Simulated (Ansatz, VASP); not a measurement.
## Cross-check of H11C13 (amorphous poly(p-phenylene) at 500 K) between VASP and Ansatz

Wanted: the spread between two codes on one cell, functional and k mesh. The cell is taken from a series of runs on this material, whose earlier steps may have relaxed, scaled, displaced or heated it; both programs get it as it stands.

Program: Ansatz 0.2.0. Level of theory: plane waves, with VASP 6.6.1 beside it; single point at r2SCAN with D3(BJ). Results are calculated unless marked as measured.

### Step 1. Starting point

The cell holds 144 atoms: 78 C and 66 H. Its edges and angles: a = 11.754 Å, b = 11.754 Å, c = 11.754 Å, α = 90.0°, β = 90.0°, γ = 90.0°. As first built, before any earlier steps moved the atoms (in the runner's words): 3 poly(p-phenylene) chains of 4 units placed at random, at 1.03 g/cm^3; overlaps pushed apart, then 20 ps at 800 K with MMFF94 bonds, angles, torsions, charges and radii (Halgren, J. Comput. Chem. 17, 490 (1996)) in harmonic and 12-6 forms; charges of ions scaled by 0.8. Snapshot after 30 ps at 500 K and fixed volume.

### Step 2. VASP: single point, r2SCAN with D3(BJ)

With cell and atoms fixed, the geometry can't cause a difference; cores, projectors, grids and the points listed under the comparison can.

Lines of VASP's logs that name or quote its potential files are left out, and so is its time.

Input file INCAR:

```
SYSTEM = H11C13
PREC = Accurate
ENCUT = 660
EDIFF = 1E-06
NELM = 120
ISMEAR = 0
SIGMA = 0.01
LREAL = Auto
ALGO = Normal
METAGGA = R2SCAN
IVDW = 12
VDW_S6 = 1
VDW_S8 = 0.78981345
VDW_A1 = 0.49484001
VDW_A2 = 5.73083694
LASPH = .TRUE.
NBANDS = 289
LORBIT = 11
LWAVE = .FALSE.
LCHARG = .FALSE.
ISIF = 2
GGA_COMPAT = .FALSE.
EFERMI = MIDGAP
LMIXTAU = .TRUE.
```

Input file POSCAR:

```
H11C13
1.0
   11.7541100000      0.0000000000      0.0000000000
    0.0000000000     11.7541100000      0.0000000000
    0.0000000000      0.0000000000     11.7541100000
C H
78 66
Direct
    0.4654700000      0.6430800000      0.3657400000
    0.3813900000      0.7364500000      0.3442700000
    0.2718600000      0.7313800000      0.3907300000
    0.1918100000      0.8146500000      0.3677300000
    0.2174900000      0.9054000000      0.2948200000
    0.3274300000      0.9114900000      0.2491700000
    0.4081400000      0.8294400000      0.2750000000
    0.1310600000      0.9905700000      0.2656600000
    0.1183800000      0.0270500000      0.1528400000
    0.0340500000      0.1033300000      0.1229500000
    0.9610500000      0.1491500000      0.2055500000
    0.9760100000      0.1154300000      0.3191000000
    0.0579500000      0.0362000000      0.3481700000
    0.8683400000      0.2260600000      0.1735200000
    0.8359600000      0.3177800000      0.2428800000
    0.7467900000      0.3881500000      0.2122800000
    0.6827200000      0.3670500000      0.1136200000
    0.7138500000      0.2740400000      0.0456500000
    0.8062700000      0.2070000000      0.0733200000
    0.5853700000      0.4394000000      0.0844400000
    0.5898600000      0.5573200000      0.1024900000
    0.4976900000      0.6257000000      0.0768600000
    0.3959100000      0.5795500000      0.0359600000
    0.3922000000      0.4623800000      0.0159900000
    0.4853600000      0.3935400000      0.0383300000
    0.2944700000      0.6539800000      0.0166700000
    0.9030900000      0.9422400000      0.6477700000
    0.8526700000      0.0592500000      0.6526800000
    0.7410400000      0.0770900000      0.6894000000
    0.6954300000      0.1858300000      0.6959900000
[... 108 atom lines left out ...]
    0.7399000000      0.0022700000      0.1906200000
    0.8103100000      0.6839400000      0.3531000000
    0.8972800000      0.6128700000      0.1765400000
    0.7405200000      0.8418600000      0.4661200000
    0.6224000000      0.8906700000      0.3884200000
    0.7399900000      0.9805200000      0.4084800000
```

Input file KPOINTS:

```
Automatic mesh
0
Gamma
1 1 1
0 0 0
```

PAW data sets: C and H (PBE family, release 64).

Run with:

```
$ export OMP_NUM_THREADS=4
$ mpirun -np 1 vasp_gam
```

Numbers of over 12 decimals in the logs are rounded to 6 here.

Output:

```text
[banner, memory and clock lines left out]
running    1 mpi-ranks, on    1 nodes
[...]
Offloading initialized ...    1 GPUs detected
[...]
|                                                                             |
|               ----> ADVICE to this user running VASP <----                  |
|                                                                             |
|     You enforced a specific xc type in the INCAR file but a different       |
|     [... a line on the potential file left out ...]
|     I HOPE YOU KNOW WHAT YOU ARE DOING!                                     |
|                                                                             |

 LDA part: xc-table for (None), standard interpolation
 POSCAR, INCAR and KPOINTS ok, starting setup
[...]
entering main loop
       N       E                     dE             d eps       ncg     rms          rms(c)
DAV:   1     0.287953134143E+04    0.28795E+04   -0.21888E+05   578   0.147E+03
DAV:   2    -0.782318021259E+03   -0.36618E+04   -0.34509E+04   755   0.301E+02
DAV:   3    -0.115851281460E+04   -0.37619E+03   -0.37236E+03   716   0.978E+01
DAV:   4    -0.116872506321E+04   -0.10212E+02   -0.10178E+02   716   0.182E+01
[...]
DAV:  18    -0.100642253982E+04   -0.11112E-04   -0.46861E-06   652   0.481E-03    0.281E-03
DAV:  19    -0.100642254227E+04   -0.24534E-05   -0.13078E-06   508   0.306E-03    0.132E-03
DAV:  20    -0.100642254285E+04   -0.58264E-06   -0.72853E-07   492   0.201E-03
   1 F= -.10109396E+04 E0= -.10109396E+04  d E =0.000000E+00
```

Parts of OUTCAR (step 2):

```text
  FREE ENERGIE OF THE ION-ELECTRON SYSTEM (eV)
  ---------------------------------------------------
  free  energy   TOTEN  =     -1010.9395724927 eV

  energy  without entropy=    -1010.9395724927  energy(sigma->0) =    -1010.93957249
```

The run ends at a pressure of -0.38 GPa, with forces up to 0.29 eV/Å.

### Step 3. Ansatz: single point, r2SCAN with D3(BJ)

Ansatz runs on its default PAW (the set named soft_2) files.

The same cell, functional and mesh now go to Ansatz, which takes its cutoff from its data sets.

Input file input.yaml:

```yaml
crystal:
  lattice:
    - [11.75411, 0.0, 0.0]
    - [0.0, 11.75411, 0.0]
    - [0.0, 0.0, 11.75411]
  atoms:
    - { symbol: C, position: [0.46547, 0.64308, 0.36574] }
    - { symbol: C, position: [0.38139, 0.73645, 0.34427] }
    - { symbol: C, position: [0.27186, 0.73138, 0.39073] }
    - { symbol: C, position: [0.19181, 0.81465, 0.36773] }
    - { symbol: C, position: [0.21749, 0.9054, 0.29482] }
    - { symbol: C, position: [0.32743, 0.91149, 0.24917] }
    - { symbol: C, position: [0.40814, 0.82944, 0.275] }
    - { symbol: C, position: [0.13106, 0.99057, 0.26566] }
    - { symbol: C, position: [0.11838, 0.02705, 0.15284] }
    - { symbol: C, position: [0.03405, 0.10333, 0.12295] }
    - { symbol: C, position: [0.96105, 0.14915, 0.20555] }
    - { symbol: C, position: [0.97601, 0.11543, 0.3191] }
    - { symbol: C, position: [0.05795, 0.0362, 0.34817] }
    - { symbol: C, position: [0.86834, 0.22606, 0.17352] }
    - { symbol: C, position: [0.83596, 0.31778, 0.24288] }
    - { symbol: C, position: [0.74679, 0.38815, 0.21228] }
    - { symbol: C, position: [0.68272, 0.36705, 0.11362] }
    - { symbol: C, position: [0.71385, 0.27404, 0.04565] }
    - { symbol: C, position: [0.80627, 0.207, 0.07332] }
    - { symbol: C, position: [0.58537, 0.4394, 0.08444] }
    - { symbol: C, position: [0.58986, 0.55732, 0.10249] }
    - { symbol: C, position: [0.49769, 0.6257, 0.07686] }
    - { symbol: C, position: [0.39591, 0.57955, 0.03596] }
    - { symbol: C, position: [0.3922, 0.46238, 0.01599] }
    - { symbol: C, position: [0.48536, 0.39354, 0.03833] }
    - { symbol: C, position: [0.29447, 0.65398, 0.01667] }
    - { symbol: H, position: [0.46111, 0.61246, 0.45316] }
    - { symbol: H, position: [0.55229, 0.67036, 0.34738] }
    - { symbol: H, position: [0.44748, 0.56975, 0.31135] }
    - { symbol: H, position: [0.24904, 0.66055, 0.44505] }
[... 108 atom lines left out ...]
    - { symbol: H, position: [0.7399, 0.00227, 0.19062] }
    - { symbol: H, position: [0.81031, 0.68394, 0.3531] }
    - { symbol: H, position: [0.89728, 0.61287, 0.17654] }
    - { symbol: H, position: [0.74052, 0.84186, 0.46612] }
    - { symbol: H, position: [0.6224, 0.89067, 0.38842] }
    - { symbol: H, position: [0.73999, 0.98052, 0.40848] }
kpoints:
  mp_grid: { grid: [1, 1, 1] }
hamiltonian:
  xc: r2scan
  dispersion: d3bj
scf:
  occupations: { method: fixed }
output:
  forces: true
  stress: true
  populations: true
  dos:
    method: { smearing: { sigma: 0.1 } }
    de: 0.1
    projected: { site_lists: { C: [C], H: [H] } }
  eigenvalues: true
```

Run with:

```
$ ansatz run input.yaml --threads 4 --pin off --max-ram 8192MiB --backend cpu --events-out ev --progress --plain --runs-dir out
```

Output:

```text
Warning: the engine holds no damping parameters fitted to this dispersion correction and functional, so the run takes those fitted to r2scan beside the three-body term, which d3bj leaves out (hamiltonian.dispersion, under Limitations)
Engine: ansatz 0.2.0, x86_64-unknown-linux-gnu
Pseudopotentials: kind: paw
Pseudopotential: C, paw, valence charge 4, recommended cutoff 500 eV (meta_gga), C.paw.azcp
Pseudopotential: H, paw, valence charge 1, recommended cutoff 500 eV (meta_gga), H.paw.azcp
Functional definition: r2SCAN
  parameter k0 = 0.174
  parameter k1 = 0.065
  parameter a1 = 4.9479
  exchange = r2scan_x(k0 = k0, k1 = k1, a1 = a1)
  correlation = r2scan_c
Crystal: 144 atoms, lattice volume = 1623.937 Å³
Basis set: ecut = 500 eV, 41347 PW (Γ), exchange–correlation on 360×360×360 points (64 copies of the dense FFT grid, shifted against one another)
Bands: 333, of which v1, the nominal top of the filled ones, is band 189 counted from 1 (188 counted from 0)
Symmetry: 1 space group operations
Space group: P1 (ITA 1), of the structure as read, at distance tolerance 1.2e-4 Å
k-points: 1
Non-local potential: C, projectors of the file, l = 0: 2, l = 1: 2, l = 2: 1
Non-local potential: H, projectors of the file, l = 0: 2, l = 1: 1
PAW form: soft (Blöchl's): semilocal exchange-correlation on the pseudo side does not see the compensation charge
PAW frozen core: C, regenerated for the run's functional (the file was generated under x = pbe(κ = 0.804, μ = 0.219515), c = pbe(β = 0.066725))
PAW one-centre angular grid: C, 302 points (default); XC on 239 of its mesh's 2573 points in the sphere
PAW one-centre angular grid: H, 302 points (default); XC on 160 Gauss nodes
Initial density: superposition of atomic densities (neutral atoms: chi_scale 0, normalization atom), corrected by the library's trained network
Initial wavefunctions: pseudopotential atomic-orbital guess
Functional: x = r2scan, c = r2scan; τ floored in thin density (d = 2e-4 eV/Å³)
SCF iter   1: F=—  HF=-20690.620068 eV  |F-HF|=—  |Δ(HF+E_count)|=         —  Δρ=5.73e-3  dr2=3.17e-1  dr2_τ=1.62e1  ethr=1.77e-3  ⟨swp⟩=5.0  Hψ=1159  notcnv=0  defer=141
preconditioner: auto → Resta (q_TF=auto, 2.140 Å⁻¹)  ε∞=2.3  [insulator: Δε(μ)=3.056 eV  Ē_g=15.699 eV  n_scr=256 (ndim 8)  ℏωp=17.9 eV  f_vac=0.241  ε∞_Penn≈2.3]
SCF iter   2: F=—  HF=-20689.866267 eV  |F-HF|=—  |Δ(HF+E_count)|=   7.54e-1  Δρ=3.60e-3  dr2=1.02e-1  dr2_τ=4.83e-3  ethr=8.38e-5  ⟨swp⟩=2.0  Hψ=575  notcnv=0  defer=141
SCF iter   3: F=—  HF=-20689.874406 eV  |F-HF|=—  |Δ(HF+E_count)|=   8.14e-3  Δρ=8.22e-4  dr2=1.97e-2  dr2_τ=2.57e-3  ethr=2.69e-5  ⟨swp⟩=2.0  Hψ=352  notcnv=0  defer=142
SCF iter   4: F=—  HF=-20689.873033 eV  |F-HF|=—  |Δ(HF+E_count)|=   1.37e-3  Δρ=2.78e-4  dr2=1.55e-3  dr2_τ=1.36e-4  ethr=5.21e-6  ⟨swp⟩=2.0  Hψ=370  notcnv=0  defer=142
SCF iter   5: F=—  HF=-20689.874242 eV  |F-HF|=—  |Δ(HF+E_count)|=   1.21e-3  Δρ=9.54e-5  dr2=3.27e-4  dr2_τ=1.98e-5  ethr=4.10e-7  ⟨swp⟩=2.0  Hψ=353  notcnv=0  defer=142
SCF iter   6: F=—  HF=-20689.874790 eV  |F-HF|=—  |Δ(HF+E_count)|=   5.48e-4  Δρ=4.31e-5  dr2=6.63e-5  dr2_τ=5.08e-6  ethr=8.66e-8  ⟨swp⟩=2.0  Hψ=368  notcnv=0  defer=141
SCF iter   7: F=—  HF=-20689.874956 eV  |F-HF|=—  |Δ(HF+E_count)|=   1.66e-4  Δρ=1.54e-5  dr2=7.99e-6  dr2_τ=5.75e-7  ethr=1.75e-8  ⟨swp⟩=2.0  Hψ=458  notcnv=0  defer=140
SCF iter   8: F=—  HF=-20689.874973 eV  |F-HF|=—  |Δ(HF+E_count)|=   1.66e-5  Δρ=6.14e-6  dr2=1.12e-6  dr2_τ=1.08e-7  ethr=2.11e-9  ⟨swp⟩=2.0  Hψ=371  notcnv=0  defer=140
SCF iter   9: F=—  HF=-20689.874975 eV  |F-HF|=—  |Δ(HF+E_count)|=   2.45e-6  Δρ=1.96e-6  dr2=1.02e-7  dr2_τ=7.27e-9  ethr=2.97e-10  ⟨swp⟩=2.0  Hψ=368  notcnv=0  defer=140
SCF iter  10: F=-20689.874976 eV  HF=-20689.874975 eV  |F-HF|=4.26e-8  |Δ(HF+E_count)|=   4.26e-7  Δρ=8.29e-7  dr2=2.40e-8  dr2_τ=1.74e-9  ethr=2.65e-11  ⟨swp⟩=19.0  Hψ=2702  notcnv=0
SCF 1 converged in 10 iterations: F = -20689.874976 eV  dr2 = 2.40e-8
  greatest PAW one-centre occupation: 0.692 electrons in one spin orbital (limit 2), on the C atom at site 57 (counted from 0), in its partial waves of l = 0
SCF converged after 10 iterations
Free energy (F): -20689.874976 eV
Harris-Foulkes:  -20689.874975 eV  (|F-HF|=4.26e-8)
Internal energy: -20689.874976 eV  (E = F + TS)
E sigma→0 (E₀):  -20689.874976 eV
Fermi energy:    -0.107760 eV
--- Per-component energies (eV) ---
  E_band       = -2880.001955
  E_kinetic    = 7972.592857
  E_local      = -25143.290712  (includes V_loc(G=0)·N_el)
  E_nonlocal   = 2220.514272
  E_hartree    = 9122.007834
  E_xc         = -4269.453606
  E_vxc        = -5938.977515  (∫ρ·V_xc dr)
  E_paw        = -7907.157664  (= ΣΔE_a)
  E_vpaw       = -577.019696  (= ΣTr[D̂ρ^β])
  E_aug_tail   = -0.032105  (compensation charges beyond the density's cutoff)
  E_vtau       = 342.194768  (kinetic-family band-sum trace: ∫τ·v_τ [+ j·A + Jᵃ·Aᵃ] dr)
  E_ewald      = -2678.604979
[...]
atom 109  C     -0.05785231    -0.12864482    -0.22033098
  atom 110  C     -0.15996354     0.11501935     0.17836263
  atom 111  C     -0.07232277    -0.19373948    -0.15053271
  atom 112  C     -0.12987979    -0.09329869     0.15678284
  atom 113  C      0.08022132    -0.06199211    -0.16879793
  atom 114  C     -0.02528470     0.21156309     0.09953328
  atom 115  C      0.21428216     0.08668324    -0.07472312
  atom 116  C     -0.06836744     0.04587092     0.11837433
  atom 117  C      0.00142048    -0.13887565    -0.00482022
  atom 118  C     -0.01700240    -0.02275706     0.08496787
  atom 119  C      0.03013780    -0.02580800    -0.05104932
  atom 120  C     -0.04091139     0.07876980     0.02449379
  atom 121  C      0.03293888     0.09260067    -0.08005924
  atom 122  C     -0.02688800     0.02611551     0.00316077
  atom 123  H      0.00198068    -0.00879130    -0.02421583
  atom 124  H     -0.00320954    -0.00542390    -0.03097749
  atom 125  H      0.01644869     0.00493105    -0.00095022
  atom 126  H      0.01024403     0.00243876    -0.01332192
  atom 127  H     -0.01228091     0.00223016    -0.00230221
  atom 128  H      0.00150893     0.00709071     0.00954350
  atom 129  H      0.00638554    -0.01546774    -0.00405965
  atom 130  H      0.01212084    -0.01820506     0.00649763
  atom 131  H     -0.00511530     0.01352560     0.01215425
  atom 132  H     -0.01056077    -0.00599721     0.01342629
[...]
atom 137  H      0.02138434    -0.00105380     0.00161631
  atom 138  H      0.00259166    -0.00863571     0.00112721
  atom 139  H      0.01588989     0.00477520     0.01133841
  atom 140  H     -0.01719106    -0.00303421     0.00824757
  atom 141  H      0.00273518     0.00782543    -0.00841120
  atom 142  H     -0.00544660     0.00141774     0.00401637
  atom 143  H     -0.00240731     0.00244805     0.01128252
  atom 144  H      0.00326517    -0.00846697     0.00651053
  max |Σ_I F_I| component: 5.77e-5 eV/Å
--- Stress (GPa, compression-positive) ---
       -0.499901      -0.449731      -0.108986
       -0.449731      -0.276425      -0.010665
       -0.108986      -0.010665      -0.584733
  P = ⅓ Tr σ = -0.4537 GPa (-4.537 kbar)
--- Band table (eV) ---
  k-point 0: bands = [... 185 lower, -0.7143, -0.1901, -0.1509, -0.1078, 2.9754, 3.0303, 3.0844, 3.6397, ... 140 higher]
--- Löwdin populations: 144 sites ---
  site symbol       q [e]
     0      C      4.4548
     1      C      3.9370
     2      C      4.1286
     3      C      4.1285
     4      C      3.9626
     5      C      4.1362
     6      C      4.1454
     7      C      3.9474
     8      C      4.1314
     9      C      4.1350
    10      C      3.9586
    11      C      4.1298
    12      C      4.1255
    13      C      3.9613
    14      C      4.1366
    15      C      4.1315
    16      C      3.9572
    17      C      4.1265
    18      C      4.1310
    19      C      3.9709
    20      C      4.1341
    21      C      4.1371
    22      C      3.9318
    23      C      4.1337
[...]
136      H      0.8054
   137      H      0.8104
   138      H      0.8119
   139      H      0.8181
   140      H      0.7994
   141      H      0.8145
   142      H      0.8066
   143      H      0.7986
  spilling = 0.012307 (of n_electrons = 378.000000)
```

The column dr2 measures how far the density is from self-consistency, as an energy; F and HF (Harris–Foulkes) agree once it is small.

### Step 4. Side by side

Known differences besides the potentials themselves: VASP keeps PBE cores, Ansatz makes them for the functional; fixed occupations in Ansatz, narrow Gaussian smearing in VASP; the cutoff is 500 eV in Ansatz and 660 eV in VASP (PREC = Accurate, projectors in real space). Total energies have different zeros and are not compared.

The two programs side by side:

| quantity | Ansatz | VASP | difference |
| --- | --- | --- | --- |
| pressure (GPa) | -0.45 | -0.38 | -0.08 |
| gap on the k mesh (eV) | 3.083 | 3.083 | 0.000 |

Forces on 10 of the 144 atoms, those with the largest forces and the largest differences (eV/Å; atoms numbered as in POSCAR):

| atom | Ansatz x, y, z | VASP x, y, z |
| --- | --- | --- |
| C57 | 0.170, -0.163, -0.136 | 0.153, -0.146, -0.120 |
| C60 | -0.164, 0.159, 0.152 | -0.147, 0.143, 0.134 |
| C61 | 0.268, -0.052, -0.006 | 0.268, -0.058, -0.018 |
| C62 | 0.050, 0.223, 0.163 | 0.039, 0.223, 0.164 |
| C63 | 0.176, -0.101, -0.202 | 0.159, -0.086, -0.184 |
| C64 | -0.274, -0.041, 0.070 | -0.273, -0.030, 0.078 |
| C66 | -0.160, 0.115, 0.178 | -0.145, 0.106, 0.154 |
| H122 | -0.003, 0.018, 0.014 | -0.050, 0.006, -0.011 |
| H123 | 0.002, -0.009, -0.024 | -0.003, -0.059, -0.004 |
| H142 | -0.005, 0.001, 0.004 | 0.009, -0.028, 0.047 |

The forces differ by 22 meV/Å r.m.s., which is 28.0 % of the r.m.s. force of 0.078 eV/Å (both taken over all components). A gap on the mesh is an upper bound, since the band edges may lie between its points.

### Step 5. What came out

```json
{
 "r.m.s. force difference (single point, r2SCAN with D3(BJ))": "22 meV/Å"
}
```

**Reading.** The r.m.s. force difference is 22 meV/Å (single point, r2SCAN with D3(BJ)), beyond the 12 meV/Å picked in this series as the mark of a large difference. What causes the difference of the single point, r2SCAN with D3(BJ) pair stays open here. Such differences can come from data sets, numerical settings and the points named under the comparisons, not from the functional's error against experiment.

[Lines on the potential files, build, host, timing and source positions are cut from VASP's logs without a mark.]

[Logs are printed without paths, hosts, clocks, repeated set-up lines and the standing remarks that a program may print on its own settings, such as how far it seeks lower states.]

[Hosts, paths, dates, database ids (printed as entryN), source tags and the programs' standing remarks are cut or masked in the printed files.]

[The MMFF94 radii named for the starting cell were scaled by 0.96; in molecules described by MMFF94, hydrogen bound to N, O or S took a small fixed 12-6 site in their place.]
